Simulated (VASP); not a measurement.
# ZnCdPt3 (Pm-3m) in VASP: notebook

One crystal, ZnCdPt3, is run at these levels: PBE, LDA, LDA+U; tasks: relaxation of cell and atoms, single point.

Everything below comes from runs of VASP 6.6.1. Logs are shortened: lines on timing, memory, paths and dates and some standing lists are left out, and cuts for length are marked.

### Step 1. The structure

Symmetry: Pm-3m, No. 221, cubic system. The conventional cell has a = 4.146 Å, b = 4.146 Å, c = 4.146 Å, α = 90.00°, β = 90.00°, γ = 90.00°. Around Zn (site symmetry m-3m) lie 6 Pt at 2.07 Å. Cd (site symmetry m-3m) has 12 Pt at 2.93 Å as nearest neighbours. Pt (site symmetry 4/mmm) is surrounded by 2 Zn at 2.07 Å.

The cell was built by a generator and needn't be a form met in nature.

### Step 2. Relaxation of cell and atoms, PBE

File INCAR:

```
SYSTEM = ZnCdPt3
PREC     = Accurate       ! precision mode
ENCUT    = 600            ! plane-wave cutoff, eV
EDIFF    = 1E-6           ! SCF threshold, eV
ISMEAR   = 1              ! smearing method
SIGMA    = 0.1            ! smearing width, eV
LREAL    = .FALSE.        ! projectors in reciprocal space
LASPH    = .TRUE.         ! aspherical terms in the spheres
NELM     = 100            ! most SCF steps
ALGO     = Normal         ! electronic algorithm
ISIF     = 3              ! what is computed and relaxed
LWAVE    = .FALSE.        ! write WAVECAR
LCHARG   = .FALSE.        ! write CHGCAR
GGA      = PE             ! functional
IBRION   = 2              ! ionic algorithm
NSW      = 60             ! ionic steps
EDIFFG   = -0.01          ! ionic threshold
```

File KPOINTS:

```
Automatic mesh
0
G
  7 7 7
  0 0 0
```

File POSCAR:

```
ZnCdPt3
1.0
    4.1456724800      0.0000000000      0.0000000000
    0.0000000000      4.1456724800      0.0000000000
    0.0000000000      0.0000000000      4.1456724800
Zn Cd Pt
1 1 3
Direct
    0.0000000000      0.0000000000      0.0000000000
    0.5000000000      0.5000000000      0.5000000000
    0.5000000000      0.0000000000      0.0000000000
    0.0000000000      0.5000000000      0.0000000000
    0.0000000000      0.0000000000      0.5000000000
```

Potentials or basis: VASP PAW PBE potentials, release 64 (Zn, Cd, Pt).

Launch:

```bash
> cat potpaw_PBE.64/Zn/POTCAR potpaw_PBE.64/Cd/POTCAR potpaw_PBE.64/Pt/POTCAR > POTCAR
> mpirun -np 1 vasp_std > vasp.out
```

OUTCAR:

```text
SYSTEM = ZnCdPt3
   PREC = Accurate
   ENCUT = 600
   EDIFF = 1E-6
   ISMEAR = 1
   LREAL = .FALSE.
   LASPH = .TRUE.
   NELM = 100
   ISIF = 3
   GGA = PE
   IBRION = 2
   NSW = 60
   EDIFFG = -0.01

 ion  position               nearest neighbor table
   1  0.000  0.000  0.000-   3 2.07   4 2.07   5 2.07   5 2.07   4 2.07   3 2.07
   2  0.500  0.500  0.500-   3 2.93   4 2.93   5 2.93   3 2.93   4 2.93   3 2.93   5 2.93   3 2.93
                             4 2.93   5 2.93   4 2.93   5 2.93
   3  0.500  0.000  0.000-   1 2.07   1 2.07   4 2.93   5 2.93   2 2.93   5 2.93   2 2.93   4 2.93
                             2 2.93   2 2.93   4 2.93   5 2.93   5 2.93   4 2.93
   4  0.000  0.500  0.000-   1 2.07   1 2.07   3 2.93   5 2.93   2 2.93   5 2.93   2 2.93   3 2.93
                             5 2.93   5 2.93   2 2.93   3 2.93   2 2.93   3 2.93
   5  0.000  0.000  0.500-   1 2.07   1 2.07   3 2.93   4 2.93   2 2.93   3 2.93   4 2.93   2 2.93
                             4 2.93   4 2.93   2 2.93   3 2.93   3 2.93   2 2.93

  LATTYP: Found a simple cubic cell.
 ALAT       =     4.1456724800

  Lattice vectors:

 A1 = (   4.1456724800,   0.0000000000,   0.0000000000)
 A2 = (   0.0000000000,   4.1456724800,   0.0000000000)
 A3 = (   0.0000000000,   0.0000000000,   4.1456724800)

Analysis of symmetry for initial positions (statically):
=====================================================================
 Subroutine PRICEL returns:
 Original cell was already a primitive cell.

 Routine SETGRP: Setting up the symmetry group for a
 simple cubic supercell.

 Subroutine GETGRP returns: Found 48 space group operations
 (whereof 48 operations were pure point group operations)
 out of a pool of 48 trial point group operations.

The static configuration has the point symmetry O_h .

Analysis of symmetry for dynamics (positions and initial velocities):
=====================================================================
 Subroutine PRICEL returns:
 Original cell was already a primitive cell.

 Routine SETGRP: Setting up the symmetry group for a
 simple cubic supercell.

 Subroutine GETGRP returns: Found 48 space group operations
 (whereof 48 operations were pure point group operations)
 out of a pool of 48 trial point group operations.

The dynamic configuration has the point symmetry O_h .

 Subroutine INISYM returns: Found 48 space group operations
 (whereof 48 operations are pure point group operations),
 and found     1 'primitive' translations

----------------------------------------------------------------------------------------

                                     Primitive cell

  volume of cell :      71.2500

  direct lattice vectors                    reciprocal lattice vectors
     4.145672480  0.000000000  0.000000000     0.241215389  0.000000000  0.000000000
     0.000000000  4.145672480  0.000000000     0.000000000  0.241215389  0.000000000
     0.000000000  0.000000000  4.145672480     0.000000000  0.000000000  0.241215389

  length of vectors
     4.145672480  4.145672480  4.145672480     0.241215389  0.241215389  0.241215389

  position of ions in fractional coordinates (direct lattice)
     0.000000000  0.000000000  0.000000000
     0.500000000  0.500000000  0.500000000
     0.500000000  0.000000000  0.000000000
     0.000000000  0.500000000  0.000000000
     0.000000000  0.000000000  0.500000000

  ion indices of the primitive-cell ions
   primitive index   ion index
                 1           1
                 2           2
                 3           3
                 4           4
                 5           5

----------------------------------------------------------------------------------------

 KPOINTS: Automatic mesh

Automatic generation of k-mesh.
 Grid dimensions read from file:
 generate k-points for:    7    7    7

 Generating k-lattice:

  Cartesian coordinates                     Fractional coordinates (reciprocal lattice)
     0.034459341  0.000000000  0.000000000     0.142857143  0.000000000  0.000000000
     0.000000000  0.034459341  0.000000000     0.000000000  0.142857143  0.000000000
     0.000000000  0.000000000  0.034459341     0.000000000  0.000000000  0.142857143

  Length of vectors
     0.034459341  0.034459341  0.034459341

  Shift w.r.t. Gamma in fractional coordinates (k-lattice)
     0.000000000  0.000000000  0.000000000

 Subroutine IBZKPT returns following result:
 ===========================================

 Found     20 irreducible k-points:

 Following reciprocal coordinates:
            Coordinates               Weight
  0.000000  0.000000  0.000000      1.000000
  0.142857  0.000000  0.000000      6.000000
  0.285714  0.000000  0.000000      6.000000
  0.428571  0.000000  0.000000      6.000000
  0.142857  0.142857  0.000000     12.000000
  0.285714  0.142857  0.000000     24.000000
[... 12 lines left out ...]
  0.428571  0.428571  0.285714     24.000000
  0.428571  0.428571  0.428571      8.000000
   k-points           NKPTS =     20   k-points in BZ     NKDIM =     20   number of bands    NBANDS=     32
   number of dos      NEDOS =    301   number of ions     NIONS =      5
   total plane-waves  NPLWV =  46656
   dimension x,y,z NGX =    36 NGY =   36 NGZ =   36
   dimension x,y,z NGXF=    72 NGYF=   72 NGZF=   72
   ions per type =               1   1   3
   NGX,Y,Z   is equivalent  to a cutoff of  14.44, 14.44, 14.44 a.u.
   NGXF,Y,Z  is equivalent  to a cutoff of  28.87, 28.87, 28.87 a.u.
 SYSTEM =  ZnCdPt3
   PREC   = accura    normal or accurate (medium, high low for compatibility)
   ISTART =      0    job   : 0-new  1-cont  2-samecut
   ICHARG =      2    charge: 1-file 2-atom 10-const
   ISPIN  =      1    spin polarized calculation?
   LNONCOLLINEAR =      F non collinear calculations
   LSORBIT =      F    spin-orbit coupling
   LASPH  =      T    aspherical Exc in radial PAW
   ENCUT  =  600.0 eV  44.10 Ry    6.64 a.u.   8.28  8.28  8.28*2*pi/ulx,y,z
   NELM   =    100;   NELMIN=  2; NELMDL= -5     # of ELM steps
   EDIFF  = 0.1E-05   stopping-criterion for ELM
   LREAL  =      F    real-space projection
   EDIFFG = -.1E-01   stopping-criterion for IOM
   NSW    =     60    number of steps for IOM
   IBRION =      2    ionic relax: 0-MD 1-quasi-New 2-CG
   NFREE  =      1    steps in history (QN), initial steepest desc. (CG)
   ISIF   =      3    stress and relaxation
   ISYM   =      2    0-nonsym 1-usesym 2-fastsym
   POTIM  = 0.5000    time-step for ionic-motion
   TEBEG  =    0.0;   TEEND  =   0.0 temperature during run
   PSTRESS=    0.0 pullay stress
   NELECT =      54.0000    total number of electrons
   NUPDOWN=      -1.0000    fix difference up-down
   EMIN   =  10.00;   EMAX   =-10.00  energy-range for DOS
   EFERMI =   0.00;   METHOD = LEGACY
   ISMEAR =     1;   SIGMA  =   0.10  broadening in eV -4-tet -1-fermi 0-gaus
   EFERMI_NEDOS =   21; number of points for ismear=-14 and -15
   IALGO  =     38    algorithm
   IMIX   =      4    mixing-type and parameters
     AMIX     =   0.40;   BMIX     =  1.00
     AMIX_MAG =   1.60;   BMIX_MAG =  1.00
  volume/ion in A,a.u.               =      14.25        96.16
  Fermi-wavevector in a.u.,A,eV,Ry     =   1.492603  2.820611 30.311943  2.227865
  Thomas-Fermi vector in A             =   2.605110
   LORBIT       =      0    0 simple, 1 ext, 2 COOP (PROOUT), +10 PAW based schemes
   GGA     = PE    functional components
   LHFCALC =     F    Hartree Fock is set to
   AEXX    =    0.0000 exact exchange contribution
   IVDW    =     0    specifies the selected vdW correction
   LEPSILON=     F    determine dielectric tensor
   LRPA    =     F    only Hartree local field effects (RPA)
 conjugate gradient relaxation of ions
 non-spin polarized calculation
 Methfessel and Paxton  Order N= 1 SIGMA  =   0.10
  energy-cutoff  :      600.00
  volume of cell :       71.25
 maximum number of plane-waves:      2397
 NGX is ok and might be reduce to    36
   NGX = 17   NGY = 17   NGZ = 17

--------------------------------------- Ionic step        1  -------------------------------------------

 number of electron      53.9999996 magnetization

 Free energy of the ion-electron system (eV)
  ---------------------------------------------------
  ext. energy  EPLUGINS =         0.00000000
  ---------------------------------------------------
  free energy    TOTEN  =       -12.40927664 eV

  energy without entropy =      -12.40797626  energy(sigma->0) =      -12.40884318

------------------------ aborting loop because EDIFF is reached ----------------------------------------

  FORCE on cell =-STRESS in cart. coord.  units (eV):
  Direction    XX          YY          ZZ          XY          YZ          ZX
  --------------------------------------------------------------------------------------
  -------------------------------------------------------------------------------------
  Total       37.6830630     37.6830630     37.6830630      0.0000000      0.0000000      0.0000000
  in kB      847.3675205    847.3675205    847.3675205      0.0000000      0.0000000      0.0000000
  external PRESSURE =     847.3675205 kB  Pullay stress =       0.0000000 kB
[... 24 lines left out ...]
  energy  without entropy=      -12.4079762557  energy(sigma->0) =      -12.40884318

--------------------------------------- Ionic step        2  -------------------------------------------

 number of electron      54.0000081 magnetization

 E-fermi :   0.1039     XC(G=0):  -8.3465

 val. band max:        0.0657076212   @ k =   0.4286   0.4286   0.1429
 cond. band min:       0.1255430919   @ k =   0.4286   0.4286   0.4286
 fundamental gap:      0.0598354707
 Fermi energy:         0.1038635230

 k-point     1 :       0.0000    0.0000    0.0000
  band No.  band energies     occupation
      1      -7.7668      2.00000
      2      -7.7668      2.00000
      3      -7.7617      2.00000
      4      -7.7617      2.00000
      5      -7.7617      2.00000
      6      -6.0471      2.00000
[... 764 lines left out ...]
  energy  without entropy=      -17.5962740679  energy(sigma->0) =      -17.59711932

--------------------------------------- Ionic step        4  -------------------------------------------

 number of electron      53.9999974 magnetization

 E-fermi :   4.3879     XC(G=0): -11.1339

 val. band max:        4.3742473352   @ k =   0.4286   0.4286   0.0000
 cond. band min:       4.3900532512   @ k =   0.4286   0.4286   0.1429
 fundamental gap:      0.0158059159
 Fermi energy:         4.3878613156

 k-point     1 :       0.0000    0.0000    0.0000
  band No.  band energies     occupation
      1      -4.0378      2.00000
      2      -3.5982      2.00000
      3      -3.5982      2.00000
      4      -3.5726      2.00000
      5      -3.5726      2.00000
      6      -3.5726      2.00000
[... 842 lines left out ...]
  energy  without entropy=      -17.7272014506  energy(sigma->0) =      -17.72767876

--------------------------------------- Ionic step        8  -------------------------------------------

 number of electron      53.9999953 magnetization

 Free energy of the ion-electron system (eV)
  ---------------------------------------------------
  ext. energy  EPLUGINS =         0.00000000
  ---------------------------------------------------
  free energy    TOTEN  =       -17.72809034 eV

  energy without entropy =      -17.72740156  energy(sigma->0) =      -17.72786074

 E-fermi :   4.6511     XC(G=0): -11.2790

 val. band max:        4.4592397917   @ k =   0.1429   0.1429   0.0000
 cond. band min:       4.6687980282   @ k =   0.4286   0.4286   0.0000
 fundamental gap:      0.2095582365
 Fermi energy:         4.6510865869

 k-point     1 :       0.0000    0.0000    0.0000
  band No.  band energies     occupation
      1      -3.9652      2.00000
      2      -3.3458      2.00000
      3      -3.3458      2.00000
      4      -3.3210      2.00000
      5      -3.3210      2.00000
      6      -3.3210      2.00000
[... 721 lines left out ...]
  FREE ENERGIE OF THE ION-ELECTRON SYSTEM (eV)
  ---------------------------------------------------
  free  energy   TOTEN  =       -17.7280903361 eV

  energy  without entropy=      -17.7274015619  energy(sigma->0) =      -17.72786074

 reached required accuracy - stopping structural energy minimisation
```

Wall time 9 min (1 thread of AMD EPYC 7R43 (Zen 3), shared host); peak memory 0.2 GiB.

Results:

* Free energy: -17.7281 eV
* Relaxed volume: 19.92 Å³/atom
* Relaxed cell: a = 4.636 Å, b = 4.636 Å, c = 4.636 Å, α = 90.00°, β = 90.00°, γ = 90.00°
* Space group after relaxing (to 0.05 Å): Pm-3m (No. 221)
* Energy gained by relaxing: 1063.8 meV/atom
* Ionic steps: 8
* Pressure after relaxing: 0.0 GPa
* Band gap on the k mesh: none (metal or under the smearing width)

Step by step:
```tsv
step	energy change (eV)	largest force (eV/Å)	pressure (GPa)	volume (Å³)
1	0.0000	0.0000	84.74	71.25
2	0.8475	0.0000	-12.46	180.65
3	-5.1883	0.0000	-4.93	105.37
4	-5.2617	0.0000	-2.59	102.34
5	-5.3186	0.0000	0.28	99.37
6	-5.3183	0.0000	-0.39	100.00
7	-5.3186	0.0000	0.24	99.38
8	-5.3188	0.0000	0.01	99.61
```

Final structure:
```
Zn Cd Pt
1.0
     4.63551    0.00000    0.00000
     0.00000    4.63551    0.00000
     0.00000    0.00000    4.63551
Zn Cd Pt
1 1 3
Direct
  0.00000 0.00000 0.00000
  0.50000 0.50000 0.50000
  0.50000 0.00000 0.00000
  0.00000 0.50000 0.00000
  0.00000 0.00000 0.50000
```

Caveat: the volume moved by over 15 % at a fixed basis, so the end points are rough.

(Continued in part 2 of 2.)
